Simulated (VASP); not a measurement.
Consider the following.

```xyz
12
Lattice="3.9872 0.0000 0.0000 0.0000 5.6388 0.0000 0.0000 0.0000 26.8268" Properties=species:S:1:pos:R:3 pbc="T T T"
Ca     0.0000     0.0000     8.5971
Ca     1.9936     2.8194    10.3055
Ca     0.0000     0.0000    12.4727
Ca     1.9936     2.8194    14.3541
Ca     0.0000     0.0000    16.5213
Ca     1.9936     2.8194    18.2297
S      1.9936     0.0000    10.4088
S      0.0000     2.8194     8.4137
S      1.9936     0.0000    14.4242
S      0.0000     2.8194    12.4026
S      1.9936     0.0000    18.4131
S      0.0000     2.8194    16.4180
```

Level of theory: PBEsol GGA, VASP's PBE PAW potentials (set 64) (plane waves; VASP). Numerical set-up: PREC = Normal, 400 eV cut-off, 5×4×1 Γ-centred mesh, Gaussian smearing of 0.050 eV, potentials Ca_sv S.

Problem. What does the run give for the energy per atom (σ→0)?

Solution. 
```json
{
 "energy per atom (σ→0)": "-5.222 eV/atom"
}
```

The cell is a thin slab with vacuum, built from CaS (rock salt): (110) face.
